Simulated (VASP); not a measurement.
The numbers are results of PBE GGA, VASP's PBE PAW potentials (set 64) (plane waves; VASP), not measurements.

The input files of a VASP run:

POSCAR:
```
Ag
1
   -0.0000000000     2.0690453394     2.0690453394
    2.0690453394     0.0000000000     2.0690453394
    2.0690453394     2.0690453394    -0.0000000000
Ag
1
Direct
  0.0000000000   0.0000000000   0.0000000000
```

**KPOINTS**
```
Regular mesh
0
Gamma
14 14 14
0 0 0
```

### INCAR
```
SYSTEM = Ag
PREC = Accurate; ENCUT = 400; LREAL = F
LASPH = T
EDIFF = 1E-6; NELM = 100; ALGO = Normal
LMAXMIX = 4
ISMEAR = 1; SIGMA = 0.1
GGA = PE
IBRION = 2; NSW = 60; ISIF = 3
EDIFFG = -0.01
LWAVE = F; LCHARG = F
```

POTCAR, in this order: Ag (PBE.64 set). Program: vasp_std.

The resulting files:

### OSZICAR
```
       N       E                     dE             d eps       ncg     rms          rms(c)
DAV:   1     0.358280215811E+02    0.35828E+02   -0.49317E+03  2008   0.874E+02
DAV:   2    -0.269493162406E+01   -0.38523E+02   -0.36577E+02  1924   0.182E+02
DAV:   3    -0.296099302923E+01   -0.26606E+00   -0.26601E+00  2182   0.186E+01
DAV:   4    -0.296154770420E+01   -0.55467E-03   -0.55466E-03  2109   0.806E-01
DAV:   5    -0.296155148345E+01   -0.37793E-05   -0.37780E-05  2198   0.612E-02    0.473E+00
DAV:   6    -0.272631030991E+01    0.23524E+00   -0.11401E+00  1912   0.115E+01    0.312E+00
DAV:   7    -0.271940120099E+01    0.69091E-02   -0.83360E-03  1986   0.982E-01    0.177E+00
DAV:   8    -0.271681233570E+01    0.25889E-02   -0.66575E-04  1941   0.258E-01    0.687E-02
DAV:   9    -0.271682049098E+01   -0.81553E-05   -0.64147E-06  2149   0.234E-02    0.143E-02
DAV:  10    -0.271682748101E+01   -0.69900E-05   -0.38382E-06  2028   0.243E-02    0.638E-03
DAV:  11    -0.271682712055E+01    0.36045E-06   -0.64916E-08   979   0.275E-03
   1 F= -.27168271E+01 E0= -.27165939E+01  d E =-.271683E+01
       N       E                     dE             d eps       ncg     rms          rms(c)
DAV:   1    -0.271849044399E+01   -0.16630E-02   -0.30185E-02  1896   0.212E+00    0.268E-01
DAV:   2    -0.271689314889E+01    0.15973E-02   -0.73689E-03  1893   0.924E-01    0.825E-02
DAV:   3    -0.271685747986E+01    0.35669E-04   -0.63516E-05  1941   0.778E-02    0.550E-02
DAV:   4    -0.271684327570E+01    0.14204E-04   -0.12777E-05  1985   0.311E-02    0.272E-03
DAV:   5    -0.271684331365E+01   -0.37954E-07   -0.18377E-07  1018   0.453E-03
   2 F= -.27168433E+01 E0= -.27166066E+01  d E =-.161931E-04
       N       E                     dE             d eps       ncg     rms          rms(c)
DAV:   1    -0.271701132271E+01   -0.16805E-03   -0.29617E-03  1897   0.664E-01    0.840E-02
DAV:   2    -0.271685104646E+01    0.16028E-03   -0.73552E-04  1893   0.291E-01    0.255E-02
DAV:   3    -0.271684927570E+01    0.17708E-05   -0.57828E-06  1834   0.234E-02    0.169E-02
DAV:   4    -0.271684980911E+01   -0.53342E-06   -0.12603E-06  1967   0.968E-03
   3 F= -.27168498E+01 E0= -.27166140E+01  d E =-.226886E-04
```

OUTCAR:
```
------------------------ aborting loop because EDIFF is reached ----------------------------------------
  FORCE on cell =-STRESS in cart. coord.  units (eV):
  Direction    XX          YY          ZZ          XY          YZ          ZX
  --------------------------------------------------------------------------------------
  Total       -0.0025403     -0.0025403     -0.0025403      0.0000000      0.0000000      0.0000000
  in kB       -0.2292373     -0.2292373     -0.2292373      0.0000000      0.0000000      0.0000000
  external PRESSURE =      -0.2292373 kB  Pullay stress =       0.0000000 kB
  volume of cell :       17.75
      direct lattice vectors                 reciprocal lattice vectors
     0.000000000  2.070575925  2.070575925    -0.241478708  0.241478708  0.241478708
     2.070575925  0.000000000  2.070575925     0.241478708 -0.241478708  0.241478708
     2.070575925  2.070575925  0.000000000     0.241478708  0.241478708 -0.241478708
 POSITION                                       TOTAL-FORCE (eV/Angst)
 -----------------------------------------------------------------------------------
      0.00000      0.00000      0.00000         0.000000      0.000000      0.000000
 -----------------------------------------------------------------------------------
    total drift:                               -0.000000     -0.000000     -0.000000
  FREE ENERGIE OF THE ION-ELECTRON SYSTEM (eV)
  ---------------------------------------------------
  free  energy   TOTEN  =        -2.7168498091 eV

  energy  without entropy=       -2.7161423577  energy(sigma->0) =       -2.71661399

 reached required accuracy - stopping structural energy minimisation
```
(Selected blocks of OUTCAR.)

### CONTCAR
```
Ag
   1.00000000000000
     0.0000000000000000    2.0705759245659676    2.0705759245659676
     2.0705759245659676    0.0000000000000000    2.0705759245659676
     2.0705759245659676    2.0705759245659676    0.0000000000000000
  Ag
     1
Direct
     0.0000000000000000    0.0000000000000000    0.0000000000000000
```

The compound is Ag in the fcc structure. This run relaxes it. Symmetry was kept, so distortions that lower it aren't found. The start is the result of an earlier pass.
